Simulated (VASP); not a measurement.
Level of theory: PBE GGA, VASP's PBE PAW potentials (set 64) (plane waves; VASP 6.6.1).

VASP input:

File POSCAR:
```
BN
1
    0.0000000000     1.8075000000     1.8075000000
    1.8075000000     0.0000000000     1.8075000000
    1.8075000000     1.8075000000     0.0000000000
B N
1 1
Direct
  0.0000000000   0.0000000000   0.0000000000
  0.2500000000   0.2500000000   0.2500000000
```

### KPOINTS
```
Regular mesh
0
Gamma
11 11 11
```

### INCAR
```
SYSTEM  =  BN
PREC  =  Accurate; ENCUT  =  520; LREAL  =  .FALSE.
LASPH  =  .TRUE.
EDIFF  =  1E-6; NELM  =  100; ALGO  =  Normal
ISMEAR  =  0; SIGMA  =  0.05
GGA  =  PE
IBRION  =  2; NSW  =  60; ISIF  =  3
EDIFFG  =  -0.01
LWAVE  =  .FALSE.; LCHARG  =  .FALSE.
```

POTCAR, in this order: B N (PBE.64 set). Program: vasp_std.

The resulting files:

### OUTCAR
```
 ion  position               nearest neighbor table
   1  0.000  0.000  0.000-   2 1.57   2 1.57   2 1.57   2 1.57
   2  0.250  0.250  0.250-   1 1.57   1 1.57   1 1.57   1 1.57
  LATTYP: Found a face centered cubic cell.
 ALAT       =     3.6150000000
 Subroutine PRICEL returns:
 Original cell was already a primitive cell.
 Subroutine GETGRP returns: Found 24 space group operations
The static configuration has the point symmetry T_d .
The dynamic configuration has the point symmetry T_d .
 Subroutine INISYM returns: Found 24 space group operations
 Subroutine IBZKPT returns following result:
 Found     56 irreducible k-points:

 Following reciprocal coordinates:
            Coordinates               Weight
  0.000000  0.000000  0.000000      1.000000
  0.090909  0.000000  0.000000      8.000000
  0.181818  0.000000  0.000000      8.000000
  0.272727  0.000000  0.000000      8.000000
  0.363636  0.000000  0.000000      8.000000
  0.454545  0.000000  0.000000      8.000000
  0.090909  0.090909  0.000000      6.000000
  0.181818  0.090909  0.000000     24.000000
  0.272727  0.090909  0.000000     24.000000
  0.363636  0.090909  0.000000     24.000000
  0.454545  0.090909  0.000000     24.000000
 -0.454545  0.090909  0.000000     24.000000
 -0.363636  0.090909  0.000000     24.000000
 -0.272727  0.090909  0.000000     24.000000
 -0.181818  0.090909  0.000000     24.000000
 -0.090909  0.090909  0.000000     12.000000
  0.181818  0.181818  0.000000      6.000000
  0.272727  0.181818  0.000000     24.000000
  0.363636  0.181818  0.000000     24.000000
  0.454545  0.181818  0.000000     24.000000
 -0.454545  0.181818  0.000000     24.000000
 -0.363636  0.181818  0.000000     24.000000
 -0.272727  0.181818  0.000000     24.000000
 -0.181818  0.181818  0.000000     12.000000
  0.272727  0.272727  0.000000      6.000000
  0.363636  0.272727  0.000000     24.000000
  0.454545  0.272727  0.000000     24.000000
 -0.454545  0.272727  0.000000     24.000000
 -0.363636  0.272727  0.000000     24.000000
 -0.272727  0.272727  0.000000     12.000000
  0.363636  0.363636  0.000000      6.000000
  0.454545  0.363636  0.000000     24.000000
 -0.454545  0.363636  0.000000     24.000000
 -0.363636  0.363636  0.000000     12.000000
  0.454545  0.454545  0.000000      6.000000
 -0.454545  0.454545  0.000000     12.000000
  0.272727  0.181818  0.090909     24.000000
  0.363636  0.181818  0.090909     48.000000
  0.454545  0.181818  0.090909     48.000000
 -0.454545  0.181818  0.090909     48.000000
   k-points           NKPTS =     56   k-points in BZ     NKDIM =     56   number of bands    NBANDS=      8
   number of dos      NEDOS =    301   number of ions     NIONS =      2
   total plane-waves  NPLWV =   8000
   dimension x,y,z NGX =    20 NGY =   20 NGZ =   20
   dimension x,y,z NGXF=    40 NGYF=   40 NGZF=   40
   ions per type =               1   1
   PREC   = accura    normal or accurate (medium, high low for compatibility)
   ISTART =      0    job   : 0-new  1-cont  2-samecut
   ICHARG =      2    charge: 1-file 2-atom 10-const
   ISPIN  =      1    spin polarized calculation?
   LNONCOLLINEAR =      F non collinear calculations
   LSORBIT =      F    spin-orbit coupling
   INIWAV =      1    electr: 0-lowe 1-rand  2-diag
   ENCUT  =  520.0 eV  38.22 Ry    6.18 a.u.   4.75  4.75  4.75*2*pi/ulx,y,z
   NELM   =    100;   NELMIN=  2; NELMDL= -5     # of ELM steps
   EDIFF  = 0.1E-05   stopping-criterion for ELM
   LREAL  =      F    real-space projection
   NLSPLINE    = F    spline interpolate recip. space projectors
   LMAXMIX     =    2 max onsite mixed and CHGCAR
...
```

**OSZICAR**
```
       N       E                     dE             d eps       ncg     rms          rms(c)
DAV:   1     0.951533785943E+01    0.95153E+01   -0.53828E+03   960   0.101E+03
DAV:   2    -0.182155380274E+02   -0.27731E+02   -0.27232E+02  1224   0.173E+02
DAV:   3    -0.184147243354E+02   -0.19919E+00   -0.19919E+00  1040   0.183E+01
DAV:   4    -0.184149087445E+02   -0.18441E-03   -0.18441E-03  1216   0.485E-01
DAV:   5    -0.184149088369E+02   -0.92419E-07   -0.92419E-07   984   0.757E-03    0.670E+00
DAV:   6    -0.175376560068E+02    0.87725E+00   -0.34323E+00  1136   0.136E+01    0.329E+00
DAV:   7    -0.174641381866E+02    0.73518E-01   -0.95043E-02  1160   0.301E+00    0.191E+00
DAV:   8    -0.174495041164E+02    0.14634E-01   -0.41650E-02  1024   0.187E+00    0.193E-01
DAV:   9    -0.174497197214E+02   -0.21560E-03   -0.56108E-04   920   0.257E-01    0.760E-02
DAV:  10    -0.174497948458E+02   -0.75124E-04   -0.13741E-04  1272   0.119E-01    0.155E-02
DAV:  11    -0.174497995534E+02   -0.47076E-05   -0.76091E-06  1024   0.271E-02    0.679E-03
DAV:  12    -0.174497995540E+02   -0.60390E-09   -0.12979E-06   472   0.964E-03
   1 F= -.17449800E+02 E0= -.17449800E+02  d E =-.174498E+02
       N       E                     dE             d eps       ncg     rms          rms(c)
DAV:   1    -0.174548644583E+02   -0.50649E-02   -0.16053E-01   960   0.412E+00    0.518E-01
DAV:   2    -0.174500377683E+02    0.48267E-02   -0.22987E-02  1008   0.116E+00    0.137E-01
DAV:   3    -0.174498269007E+02    0.21087E-03   -0.56600E-04  1040   0.250E-01    0.584E-02
DAV:   4    -0.174497524314E+02    0.74469E-04   -0.10141E-04  1056   0.911E-02    0.158E-02
DAV:   5    -0.174497509348E+02    0.14966E-05   -0.37142E-06   968   0.159E-02    0.952E-03
DAV:   6    -0.174497504546E+02    0.48017E-06   -0.19222E-07   448   0.568E-03
   2 F= -.17449750E+02 E0= -.17449750E+02  d E =0.490994E-04
       N       E                     dE             d eps       ncg     rms          rms(c)
DAV:   1    -0.174521526505E+02   -0.24017E-02   -0.41502E-02   976   0.211E+00    0.264E-01
DAV:   2    -0.174509142124E+02    0.12384E-02   -0.58392E-03  1024   0.588E-01    0.703E-02
DAV:   3    -0.174508599351E+02    0.54277E-04   -0.14843E-04  1032   0.127E-01    0.298E-02
DAV:   4    -0.174508422965E+02    0.17639E-04   -0.25722E-05  1056   0.462E-02    0.817E-03
DAV:   5    -0.174508422982E+02   -0.17084E-08   -0.87928E-07   568   0.792E-03
   3 F= -.17450842E+02 E0= -.17450842E+02  d E =-.104274E-02
```

### OUTCAR
```
------------------------ aborting loop because EDIFF is reached ----------------------------------------
  FORCE on cell =-STRESS in cart. coord.  units (eV):
  Direction    XX          YY          ZZ          XY          YZ          ZX
  --------------------------------------------------------------------------------------
  Total        0.0008911      0.0008911      0.0008911     -0.0000000      0.0000000     -0.0000000
  in kB        0.1198478      0.1198478      0.1198478     -0.0000000      0.0000000     -0.0000000
  external PRESSURE =       0.1198478 kB  Pullay stress =       0.0000000 kB
  volume of cell :       11.91
      direct lattice vectors                 reciprocal lattice vectors
    -0.000000000  1.812717636  1.812717636    -0.275828949  0.275828949  0.275828949
     1.812717636  0.000000000  1.812717636     0.275828949 -0.275828949  0.275828949
     1.812717636  1.812717636  0.000000000     0.275828949  0.275828949 -0.275828949
  FREE ENERGIE OF THE ION-ELECTRON SYSTEM (eV)
  ---------------------------------------------------
  free  energy   TOTEN  =       -17.4508422982 eV

  energy  without entropy=      -17.4508422982  energy(sigma->0) =      -17.45084230

 reached required accuracy - stopping structural energy minimisation
```
(Selected blocks of OUTCAR.)

File CONTCAR:
```
BN
   1.00000000000000
    -0.0000000000000000    1.8127176362587341    1.8127176362587341
     1.8127176362587341    0.0000000000000000    1.8127176362587341
     1.8127176362587341    1.8127176362587341    0.0000000000000000
  B               N
     1     1
Direct
     0.0000000000000000    0.0000000000000000    0.0000000000000000
     0.2500000000000000    0.2500000000000000    0.2500000000000000
```

The compound is BN in the zinc blende structure. This run relaxes it. Symmetry was kept, so distortions that lower it aren't found.
